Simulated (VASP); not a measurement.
# A VASP study of BiRh (rev-vdW-DF2): structure first, properties next, part 5 of 5

Wanted: the relaxed cell of BiRh and its properties. The start is a cell from a database of measured crystal structures.

VASP 6.6.1; rev-vdW-DF2; plane waves and PAW (Bi_d, Rh_pv).

So far. Step 6 (Density of states (rev-vdW-DF2)): The finer mesh and the other smearing move the Fermi level by -0.03 eV from the 6×6×4 run, a small shift, which tests the Fermi level alone. Of the states within 0.3 eV of the Fermi level, the largest shares in the PAW spheres are Rh d 57 % and Bi p 14 %. The rest lies in smaller channels or between the spheres. The relaxed cell has a = 4.145, c = 5.680 Å (conventional setting).

## (9) Band structure (rev-vdW-DF2), changed input

Levels along the symmetry lines show where the bands peak and cross; KPOINTS_OPT computes them in the converged potential. Some settings are moved from the usual, to see what they do.

Input file INCAR:

```
SYSTEM = BiRh
PREC = Accurate
ENCUT = 400
EDIFF = 1E-06
NELM = 100
ISMEAR = 0
SIGMA = 0.3
LREAL = .FALSE.
ALGO = Normal
GGA = MK
AGGAC = 0
LUSE_VDW = .TRUE.
PARAM1 = 0.1234
PARAM2 = 0.711357
ZAB_VDW = -1.8867
LASPH = .TRUE.
NBANDS = 31
LORBIT = 11
LWAVE = .FALSE.
LCHARG = .FALSE.
KPAR = 4
```

Input file POSCAR:

```
BiRh
1.0
    4.1451876761      0.0000000000      0.0000000000
   -2.0725938381      3.5898378309      0.0000000000
    0.0000000000      0.0000000000      5.6803058231
Bi Rh
2 2
Direct
    0.3333333333      0.6666666667      0.2500000000
    0.6666666667      0.3333333333      0.7500000000
    0.0000000000      0.0000000000      0.0000000000
    0.0000000000      0.0000000000      0.5000000000
```

Input file KPOINTS:

```
Automatic mesh
0
Gamma
6 6 4
0 0 0
```

Input file KPOINTS_OPT:

```
Line mode
16
Line-mode
Reciprocal
  0.00000000   0.00000000   0.00000000 GAMMA
  0.50000000   0.00000000   0.00000000 M

  0.50000000   0.00000000   0.00000000 M
  0.33333333   0.33333333   0.00000000 K

  0.33333333   0.33333333   0.00000000 K
  0.00000000   0.00000000   0.00000000 GAMMA

  0.00000000   0.00000000   0.00000000 GAMMA
  0.00000000   0.00000000   0.50000000 A

  0.00000000   0.00000000   0.50000000 A
  0.50000000   0.00000000   0.50000000 L

  0.50000000   0.00000000   0.50000000 L
  0.33333333   0.33333333   0.50000000 H

  0.33333333   0.33333333   0.50000000 H
  0.00000000   0.00000000   0.50000000 A

  0.50000000   0.00000000   0.50000000 L
  0.50000000   0.00000000   0.00000000 M

  0.33333333   0.33333333   0.00000000 K
  0.33333333   0.33333333   0.50000000 H
```

The projector-augmented-wave data sets are Bi_d and Rh_pv (PBE family, release 64).

Started as:

```bash
> mpirun -np 4 vasp_std
```

Log:

```text
[... set-up lines as in an earlier step ...]
 entering main loop
       N       E                     dE             d eps       ncg     rms          rms(c)
DAV:   1     0.743703530987E+03    0.74370E+03   -0.30255E+04  1382   0.211E+03
DAV:   2     0.532632627114E+02   -0.69044E+03   -0.68850E+03  1393   0.643E+02
DAV:   3    -0.848679958954E+01   -0.61750E+02   -0.61065E+02  1577   0.198E+02
DAV:   4    -0.114786538638E+02   -0.29919E+01   -0.29741E+01  1535   0.419E+01
DAV:   5    -0.116524206931E+02   -0.17377E+00   -0.17354E+00  1812   0.904E+00    0.812E+00
DAV:   6    -0.114066187363E+02    0.24580E+00   -0.45163E-01  1515   0.633E+00    0.415E+00
DAV:   7    -0.113405768985E+02    0.66042E-01   -0.30255E-01  1622   0.420E+00    0.982E-01
DAV:   8    -0.113362350222E+02    0.43419E-02   -0.51393E-02  1624   0.157E+00    0.297E-01
DAV:   9    -0.113355640334E+02    0.67099E-03   -0.90373E-03  1565   0.971E-01    0.739E-02
DAV:  10    -0.113355607787E+02    0.32547E-05   -0.73503E-04  1669   0.229E-01    0.293E-02
DAV:  11    -0.113355973937E+02   -0.36615E-04   -0.13766E-04  1683   0.519E-02    0.564E-03
DAV:  12    -0.113356024393E+02   -0.50455E-05   -0.49733E-05  1281   0.192E-02    0.391E-03
DAV:  13    -0.113356035330E+02   -0.10937E-05   -0.17770E-05   974   0.103E-02    0.569E-04
DAV:  14    -0.113356042502E+02   -0.71723E-06   -0.78950E-06   749   0.422E-03
 -----------------------------------------------------------------------------
|                                                                             |
|           W    W    AA    RRRRR   N    N  II  N    N   GGGG   !!!           |
|           W    W   A  A   R    R  NN   N  II  NN   N  G    G  !!!           |
|           W    W  A    A  R    R  N N  N  II  N N  N  G       !!!           |
|           W WW W  AAAAAA  RRRRR   N  N N  II  N  N N  G  GGG   !            |
|           WW  WW  A    A  R   R   N   NN  II  N   NN  G    G                |
|           W    W  A    A  R    R  N    N  II  N    N   GGGG   !!!           |
|                                                                             |
|     Your highest band is occupied at some k-points! Unless you are          |
|     performing a calculation for an insulator or semiconductor, without     |
|     unoccupied bands, you have included TOO FEW BANDS!! Please increase     |
|     the parameter NBANDS in file INCAR to ensure that the highest band      |
|     is unoccupied at all k-points. It is always recommended to include      |
|     a few unoccupied bands to accelerate the convergence of                 |
|     molecular-dynamics runs (even for insulators or semiconductors),        |
|     since the presence of unoccupied bands improves wavefunction            |
|     prediction and helps to suppress 'band-crossings'.                      |
|                                                                             |
 -----------------------------------------------------------------------------

   1 F= -.11335604E+02 E0= -.11284990E+02  d E =-.101228E+00
 Start KPOINTS_OPT (optional k-point list driver)
k-point batch [1-21\144]
       N       E                     dE             ncg
DAV:   1     0.451694697912E+04   -0.15477E+05     1342
DAV:   2    -0.995007670378E+04   -0.14467E+05     1358
DAV:   3    -0.113309772620E+05   -0.13809E+04     1569
DAV:   4    -0.113889381928E+05   -0.57961E+02     1579
DAV:   5    -0.113928229450E+05   -0.38848E+01     1762
DAV:   6    -0.113930117078E+05   -0.18876E+00     1846
DAV:   7    -0.113930209990E+05   -0.92912E-02     1725
DAV:   8    -0.113930218072E+05   -0.80812E-03     1746
DAV:   9    -0.113930218802E+05   -0.73016E-04     1009
DAV:  10    -0.113930218868E+05   -0.66026E-05      917
DAV:  11    -0.113930218873E+05   -0.56119E-06      854
[...]
k-point batch [127-144\144]
       N       E                     dE             ncg
DAV:   1     0.852848617826E+04   -0.27726E+05     1172
DAV:   2    -0.392155349989E+04   -0.12450E+05     1214
DAV:   3    -0.495801676808E+04   -0.10365E+04     1265
DAV:   4    -0.503095155558E+04   -0.72935E+02     1475
DAV:   5    -0.503430085768E+04   -0.33493E+01     1391
DAV:   6    -0.503453046352E+04   -0.22961E+00     1730
DAV:   7    -0.503455406280E+04   -0.23599E-01     1453
DAV:   8    -0.503456434612E+04   -0.10283E-01     1549
DAV:   9    -0.503456565661E+04   -0.13105E-02      831
DAV:  10    -0.503456592059E+04   -0.26399E-03      789
DAV:  11    -0.503456597153E+04   -0.50931E-04      733
DAV:  12    -0.503456600786E+04   -0.36335E-04      670
DAV:  13    -0.503456601349E+04   -0.56329E-05      593
DAV:  14    -0.503456601438E+04   -0.88526E-06      607
```

Wall time 2.2 min (4 MPI ranks of Intel Xeon Platinum 8259CL at 2.50GHz (Skylake/Cascade Lake), shared host); peak memory 1.6 GiB.

From OUTCAR (step 9):

```text
   k-points           NKPTS =     21   k-points in BZ     NKDIM =     21   number of bands    NBANDS=     31

   NELECT =      60.0000    total number of electrons

 E-fermi :   9.5350

 k-point     1 :       0.0000    0.0000    0.0000
  band No.  band energies     occupation
    ...
     24       6.8458      2.00000
     25       7.5345      2.00000
     26       7.5345      2.00000
     27       8.5313      2.00000
     28       8.5313      2.00000
     29      10.7353      0.00000
     30      10.7353      0.00000
     31      10.8259      0.00000

Total vdW correction in eV:      8.8347023

  Total        0.1020088      0.1020088      0.3500458     -0.0000000      0.0000000      0.0000000
  in kB        1.9335583      1.9335583      6.6350574     -0.0000000      0.0000000      0.0000000
  external PRESSURE =       3.5007246 kB  Pullay stress =       0.0000000 kB

 POSITION                                       TOTAL-FORCE (eV/Angst)
 -----------------------------------------------------------------------------------
     -0.00000      2.39323      1.42008        -0.000000     -0.000000      0.000000
      2.07259      1.19661      4.26023         0.000000     -0.000000      0.000000
      0.00000      0.00000      0.00000        -0.000000      0.000000      0.000000
      0.00000      0.00000      2.84015         0.000000      0.000000      0.000000
 -----------------------------------------------------------------------------------
    total drift:                                0.000000     -0.000000      0.000000

  FREE ENERGIE OF THE ION-ELECTRON SYSTEM (eV)
  ---------------------------------------------------
  free  energy   TOTEN  =       -11.3356042502 eV

  energy  without entropy=      -11.2343764925  energy(sigma->0) =      -11.28499037

Total vdW correction in eV:      8.8347044

[... 8 parts as in an earlier step ...]

[... 8 further parts left out ...]
```

The run converged; its settings lie outside those of the reference runs, so its numbers are set aside.

Against the sound run on this cell (band structure (rev-vdW-DF2)) the energy at zero smearing moves by +7.5 meV an atom and the pressure by +0.38 GPa.

Settings moved from the usual: ISMEAR = 0, SIGMA = 0.3 and NBANDS = 31.

NBANDS is too small here: the log warns that the highest band is occupied, so needed states are cut off.

## (10) Results

| Quantity | Value |
| --- | --- |
| relaxed volume | 21.13 Å³/atom |
| relaxed conventional cell a, b, c | 4.145, 4.145, 5.680 Å; angles 90.0, 90.0, 120.0° |
| space group after relaxing, within 0.02 Å | P6_3/mmc (No. 194) |
| band gap | none, a metal |
| DOS at the Fermi level | 2.58 states/eV/cell |
| largest field gradient Vzz | 166.41 V/Å² on Bi1 |

In words: With rev-vdW-DF2, BiRh relaxes to 21.13 Å³/atom in space group P6_3/mmc (held by the symmetry of the run) and comes out as a metal. Against the listed cell the volume lies +2.8 % (a +1.3 %, c +0.3 %). Band structure (rev-vdW-DF2): Of the bands kept, 4 cross the Fermi level on this path. Spin-orbit coupling is left out, and with elements this heavy it would split and shift bands near the Fermi level. The k-sampling is coarse for a metal, so the Fermi level, pressures and the shape of the cell carry errors. No search among competing phases was made, and a listed structure need not be the one stable at ambient conditions. All values are for a static lattice at zero temperature.

[Lines on the potential files, build, host, timing and source positions are cut from VASP's logs without a mark.]

[Logs are printed without paths, hosts, clocks, repeated set-up lines and the standing remarks that a program may print on its own settings, such as how far it seeks lower states.]

[Hosts, paths, dates, database ids (printed as entryN), source tags and the programs' standing remarks are cut or masked in the printed files.]

[A measured line is paired with the nearest computed mode of its activity, which favours agreement.]
